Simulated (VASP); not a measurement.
Consider the following.

```
CELL_PARAMETERS angstrom
      2.75459     0.00000     0.00000
     -1.37729     2.38555     0.00000
      0.00000     0.00000     8.86291
ATOMIC_POSITIONS crystal
  Os 0.00000 0.00000 0.00000
  Os 0.00000 0.00000 0.50000
  Os 0.33333 0.66667 0.25000
  Os 0.66667 0.33333 0.75000
```

These are PBE GGA, VASP's PBE PAW potentials (set 64) (plane waves; VASP 6.6.1) values and carry that method's errors. Numerical set-up: 300 eV cut-off, 9×9×3 Γ-centred mesh, Gaussian smearing of 0.10 eV, potentials Os.

Give the energies of bands 6 to 19 at the high-symmetry points, in eV from the Fermi level.

```csv
band,Γ,M,K,A,L,H
6,-3.50,-5.15,-5.10,-3.19,-6.13,-4.84
7,-3.14,-4.79,-4.47,-2.94,-3.67,-4.52
8,-3.14,-3.78,-4.47,-2.94,-3.67,-4.52
9,-3.09,-3.22,-3.30,-2.94,-2.65,-3.31
10,-3.09,-3.08,-3.29,-2.94,-2.65,-3.31
11,-2.82,-2.03,-3.26,-2.71,-1.64,-3.31
12,-2.52,-1.07,-3.26,-2.71,-1.64,-3.31
13,-2.52,-1.03,-1.35,-2.71,-0.84,-1.32
14,-2.37,0.32,-1.35,-2.71,-0.84,-1.32
15,-2.37,1.32,0.19,-1.97,1.09,-0.29
16,-0.82,2.05,0.19,-1.97,1.09,-0.29
17,-0.82,2.10,1.27,-0.34,2.10,1.49
18,-0.17,2.23,1.45,-0.34,2.10,1.49
19,0.00,2.24,1.45,-0.34,2.47,1.82
```

It has no gap at this level: it comes out as a metal or semimetal.

The structure was generated: Os was put into an ordered model structure, which need not be its known phase. The cell was not relaxed at this level. VASP warned that the highest band is occupied, so more bands are needed.
